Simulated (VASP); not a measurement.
An input for Ansatz (written as the equivalent of a VASP run, and not itself run):

Ansatz 0.2 input:
```yaml
crystal:
  lattice:
    - [4.5182438, 0.0000000, 0.0000000]
    - [0.0000000, 4.5182438, 0.0000000]
    - [0.0000000, 0.0000000, 3.1279979]
  atoms:
    - { symbol: Sn, position: [0.0000000, 0.0000000, 0.0000000] }
    - { symbol: Sn, position: [0.5000000, 0.5000000, 0.5000000] }
    - { symbol: O, position: [0.3052055, 0.3052055, 0.0000000] }
    - { symbol: O, position: [0.8052055, 0.1947945, 0.5000000] }
    - { symbol: O, position: [0.1947945, 0.8052055, 0.5000000] }
    - { symbol: O, position: [0.6947945, 0.6947945, 0.0000000] }
kpoints:
  mp_grid: { grid: [5, 5, 7] }
hamiltonian:
  xc: lda
  pseudopotentials: { kind: paw }
scf:
  occupations: { method: gaussian, width: 0.05 }
  max_iter: 100
relax:
  max_steps: 40
  f_tol: 0.02
  cell: { p_target: 30 }
output: { forces: true, stress: true, eigenvalues: true }
```

### Question
Translate this input to VASP (INCAR, KPOINTS, POSCAR, choice of POTCAR).

### Answer
This is not unique; one that fits is 
### KPOINTS
```
Regular mesh
0
Gamma
 5 5 7
0 0 0
```

### INCAR
```
# general
SYSTEM  = SnO2
PREC    = Accurate
ENCUT   = 620
LREAL   = .False.
LASPH   = .True.

# electronic loop
EDIFF   = 1E-6
NELM    = 100
ALGO    = Normal
LMAXMIX = 4

# smearing
ISMEAR  = 0
SIGMA   = 0.05

# ions
IBRION  = 2
NSW     = 40
ISIF    = 3
EDIFFG  = -0.02
PSTRESS = 300

# output
LWAVE   = .False.
LCHARG  = .False.
```

File POSCAR:
```
SnO2
1
    4.5182438257    -0.0000000000     0.0000000000
   -0.0000000000     4.5182438257     0.0000000000
    0.0000000000     0.0000000000     3.1279979001
Sn O
2 4
Direct
  0.0000000000   0.0000000000   0.0000000000
  0.5000000000   0.5000000000   0.5000000000
  0.3052054768   0.3052054768   0.0000000000
  0.8052054768   0.1947945232   0.5000000000
  0.1947945232   0.8052054768   0.5000000000
  0.6947945232   0.6947945232   0.0000000000
```

POTCAR, in this order: Sn_d O (LDA.64 set). Program: vasp_std.

Limits of the translation: each code has its own PAW files, so the cut-off isn't converted (ENCUT is set for VASP's; basis.ecutwfc is left out, and Ansatz then takes the one that its files recommend); Ansatz stops its SCF on the density residual and VASP on the energy change (EDIFF); Ansatz's lda is the Perdew-Wang form, while the LDA potentials of VASP carry Perdew-Zunger's.

The compound is SnO2 in the rutile structure. It was relaxed first under an external pressure of 30 GPa.
